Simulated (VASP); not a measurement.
Output of a VASP run:

File OUTCAR:
```
 ion  position               nearest neighbor table
   1  0.000  0.000  0.000-
  LATTYP: Found a simple cubic cell.
 ALAT       =     3.3510870000
 Subroutine PRICEL returns:
 Original cell was already a primitive cell.
 Subroutine GETGRP returns: Found 48 space group operations
The static configuration has the point symmetry O_h .
The dynamic configuration has the point symmetry O_h .
 Subroutine INISYM returns: Found 48 space group operations
 Subroutine IBZKPT returns following result:
 Found     56 irreducible k-points:

 Following reciprocal coordinates:
            Coordinates               Weight
  0.000000  0.000000  0.000000      1.000000
  0.100000  0.000000  0.000000      6.000000
  0.200000  0.000000  0.000000      6.000000
  0.300000  0.000000  0.000000      6.000000
  0.400000  0.000000  0.000000      6.000000
  0.500000  0.000000  0.000000      3.000000
  0.100000  0.100000  0.000000     12.000000
  0.200000  0.100000  0.000000     24.000000
  0.300000  0.100000  0.000000     24.000000
  0.400000  0.100000  0.000000     24.000000
  0.500000  0.100000  0.000000     12.000000
  0.200000  0.200000  0.000000     12.000000
  0.300000  0.200000  0.000000     24.000000
  0.400000  0.200000  0.000000     24.000000
  0.500000  0.200000  0.000000     12.000000
  0.300000  0.300000  0.000000     12.000000
  0.400000  0.300000  0.000000     24.000000
  0.500000  0.300000  0.000000     12.000000
  0.400000  0.400000  0.000000     12.000000
  0.500000  0.400000  0.000000     12.000000
  0.500000  0.500000  0.000000      3.000000
  0.100000  0.100000  0.100000      8.000000
  0.200000  0.100000  0.100000     24.000000
  0.300000  0.100000  0.100000     24.000000
  0.400000  0.100000  0.100000     24.000000
  0.500000  0.100000  0.100000     12.000000
  0.200000  0.200000  0.100000     24.000000
  0.300000  0.200000  0.100000     48.000000
  0.400000  0.200000  0.100000     48.000000
  0.500000  0.200000  0.100000     24.000000
  0.300000  0.300000  0.100000     24.000000
  0.400000  0.300000  0.100000     48.000000
  0.500000  0.300000  0.100000     24.000000
  0.400000  0.400000  0.100000     24.000000
  0.500000  0.400000  0.100000     24.000000
  0.500000  0.500000  0.100000      6.000000
  0.200000  0.200000  0.200000      8.000000
  0.300000  0.200000  0.200000     24.000000
  0.400000  0.200000  0.200000     24.000000
  0.500000  0.200000  0.200000     12.000000
   k-points           NKPTS =     56   k-points in BZ     NKDIM =     56   number of bands    NBANDS=      9
   number of dos      NEDOS =    301   number of ions     NIONS =      1
   total plane-waves  NPLWV =  13824
   dimension x,y,z NGX =    24 NGY =   24 NGZ =   24
   dimension x,y,z NGXF=    48 NGYF=   48 NGZF=   48
   ions per type =               1
   PREC   = accura    normal or accurate (medium, high low for compatibility)
   ISTART =      0    job   : 0-new  1-cont  2-samecut
   ICHARG =      2    charge: 1-file 2-atom 10-const
   ISPIN  =      1    spin polarized calculation?
   LNONCOLLINEAR =      F non collinear calculations
   LSORBIT =      F    spin-orbit coupling
   INIWAV =      1    electr: 0-lowe 1-rand  2-diag
   ENCUT  =  400.0 eV  29.40 Ry    5.42 a.u.   5.46  5.46  5.46*2*pi/ulx,y,z
   NELM   =    100;   NELMIN=  2; NELMDL= -5     # of ELM steps
   EDIFF  = 0.1E-05   stopping-criterion for ELM
   LREAL  =      F    real-space projection
   NLSPLINE    = F    spline interpolate recip. space projectors
   LMAXMIX     =    6 max onsite mixed and CHGCAR
   VOSKOWN=      0    Vosko Wilk Nusair interpolation
   EDIFFG = -.1E-01   stopping-criterion for IOM
   NSW    =     60    number of steps for IOM
   NBLOCK =      1;   KBLOCK =     60    inner block; outer block
   IBRION =      2    ionic relax: 0-MD 1-quasi-New 2-CG
   NFREE  =      1    steps in history (QN), initial steepest desc. (CG)
...
```

OSZICAR:
```
       N       E                     dE             d eps       ncg     rms          rms(c)
DAV:   1     0.174059742357E+02    0.17406E+02   -0.44631E+03  1024   0.819E+02
DAV:   2    -0.386332603007E+01   -0.21269E+02   -0.20652E+02  1220   0.137E+02
DAV:   3    -0.442257404876E+01   -0.55925E+00   -0.52615E+00  1280   0.172E+01
DAV:   4    -0.443000527585E+01   -0.74312E-02   -0.73616E-02  1476   0.166E+00
DAV:   5    -0.443003728784E+01   -0.32012E-04   -0.31996E-04  1339   0.779E-02    0.129E+01
DAV:   6    -0.442990763813E+01    0.12965E-03   -0.79712E-03  1126   0.744E-01    0.786E+00
DAV:   7    -0.443235548404E+01   -0.24478E-02   -0.98199E-03  1054   0.840E-01    0.148E-01
DAV:   8    -0.443209879508E+01    0.25669E-03   -0.10860E-03  1100   0.274E-01    0.159E-02
DAV:   9    -0.443210045859E+01   -0.16635E-05   -0.13615E-05  1460   0.360E-02    0.487E-03
DAV:  10    -0.443210054196E+01   -0.83363E-07   -0.10533E-06   935   0.796E-03
   1 F= -.44321005E+01 E0= -.44308764E+01  d E =-.443210E+01
       N       E                     dE             d eps       ncg     rms          rms(c)
DAV:   1    -0.545545847818E+01   -0.10234E+01   -0.21627E+01  1008   0.424E+01    0.496E+00
DAV:   2    -0.467050321589E+01    0.78496E+00   -0.12356E+00  1008   0.971E+00    0.201E+00
DAV:   3    -0.448819822339E+01    0.18230E+00   -0.71823E-01  1021   0.734E+00    0.131E+00
DAV:   4    -0.448905119193E+01   -0.85297E-03   -0.62508E-03  1077   0.838E-01    0.975E-01
DAV:   5    -0.448959597735E+01   -0.54479E-03   -0.18995E-03  1033   0.301E-01    0.706E-02
DAV:   6    -0.448959962722E+01   -0.36499E-05   -0.28022E-05  1251   0.494E-02    0.556E-02
DAV:   7    -0.448960145569E+01   -0.18285E-05   -0.11120E-06   741   0.100E-02    0.714E-03
DAV:   8    -0.448960178733E+01   -0.33165E-06   -0.12830E-07   538   0.424E-03
   2 F= -.44896018E+01 E0= -.44900158E+01  d E =-.575012E-01
       N       E                     dE             d eps       ncg     rms          rms(c)
DAV:   1    -0.453631397457E+01   -0.46713E-01   -0.10087E+00  1009   0.922E+00    0.109E+00
DAV:   2    -0.450053923515E+01    0.35775E-01   -0.55005E-02  1009   0.206E+00    0.442E-01
DAV:   3    -0.449194658534E+01    0.85926E-02   -0.33123E-02  1020   0.156E+00    0.380E-01
DAV:   4    -0.449207609443E+01   -0.12951E-03   -0.53288E-04  1041   0.204E-01    0.353E-02
DAV:   5    -0.449202175854E+01    0.54336E-04   -0.21900E-04  1034   0.127E-01    0.141E-02
DAV:   6    -0.449202206032E+01   -0.30178E-06   -0.24175E-06  1053   0.162E-02
   3 F= -.44920221E+01 E0= -.44923685E+01  d E =-.599215E-01
       N       E                     dE             d eps       ncg     rms          rms(c)
DAV:   1    -0.449261889641E+01   -0.59714E-03   -0.13452E-02  1008   0.107E+00    0.126E-01
DAV:   2    -0.449214509529E+01    0.47380E-03   -0.72553E-04  1013   0.236E-01    0.510E-02
DAV:   3    -0.449203122758E+01    0.11387E-03   -0.43125E-04  1029   0.178E-01    0.459E-02
DAV:   4    -0.449203603897E+01   -0.48114E-05   -0.79857E-06  1025   0.239E-02    0.937E-03
DAV:   5    -0.449203454817E+01    0.14908E-05   -0.41347E-06  1026   0.168E-02    0.126E-03
DAV:   6    -0.449203453949E+01    0.86777E-08   -0.39784E-08   519   0.213E-03
   4 F= -.44920345E+01 E0= -.44923622E+01  d E =-.599340E-01
```

**OUTCAR**
```
------------------------ aborting loop because EDIFF is reached ----------------------------------------
  FORCE on cell =-STRESS in cart. coord.  units (eV):
  Direction    XX          YY          ZZ          XY          YZ          ZX
  --------------------------------------------------------------------------------------
  Total        0.0059661      0.0059661      0.0059661      0.0000000      0.0000000     -0.0000000
  in kB        0.2926353      0.2926353      0.2926353      0.0000000      0.0000000     -0.0000000
  external PRESSURE =       0.2926353 kB  Pullay stress =       0.0000000 kB
  volume of cell :       32.66
      direct lattice vectors                 reciprocal lattice vectors
     3.196626147 -0.000000000  0.000000000     0.312829826  0.000000000  0.000000000
    -0.000000000  3.196626147 -0.000000000     0.000000000  0.312829826  0.000000000
    -0.000000000 -0.000000000  3.196626147    -0.000000000  0.000000000  0.312829826
 POSITION                                       TOTAL-FORCE (eV/Angst)
 -----------------------------------------------------------------------------------
      0.00000      0.00000      0.00000        -0.000000     -0.000000      0.000000
 -----------------------------------------------------------------------------------
    total drift:                                0.000000      0.000000     -0.000000
  FREE ENERGIE OF THE ION-ELECTRON SYSTEM (eV)
  ---------------------------------------------------
  free  energy   TOTEN  =        -4.4920345395 eV

  energy  without entropy=       -4.4930174212  energy(sigma->0) =       -4.49236217

 reached required accuracy - stopping structural energy minimisation
```
(Selected blocks of OUTCAR.)

File POSCAR:
```
Pm
1
    3.3510870000     0.0000000000     0.0000000000
    0.0000000000     3.3510870000     0.0000000000
    0.0000000000     0.0000000000     3.3510870000
Pm
1
Direct
  0.0000000000   0.0000000000   0.0000000000
```

### Question
Reconstruct the remaining input files.

### Answer
One answer among several that fit: the input of the run itself, PBEsol GGA, plane waves, VASP's PBE PAW potentials (set 64).

**KPOINTS**
```
K-points
0
Gamma
10 10 10
0 0 0
```

INCAR:
```
ALGO  =  Normal
EDIFF  =  1E-6
EDIFFG  =  -0.01
ENCUT  =  400
GGA  =  PS
IBRION  =  2
ISIF  =  3
ISMEAR  =  1
LASPH  =  .TRUE.
LCHARG  =  .FALSE.
LMAXMIX  =  6
LREAL  =  .FALSE.
LWAVE  =  .FALSE.
NELM  =  100
NSW  =  60
PREC  =  Accurate
SIGMA  =  0.1
SYSTEM  =  Pm
```

POTCAR, in this order: Pm_3 (PBE.64 set). Program: vasp_std.

The 4f electrons are frozen in the core of the lanthanide potential, so 4f levels, which can set the real gap, and their magnetism are missing. Energy and stress use the plane-wave basis of the starting cell.

The structure was generated: Pm was put into the simple-cubic type (Pm-3m), which need not be its known phase. This run relaxes it. Symmetry was kept, so distortions that lower it aren't found.
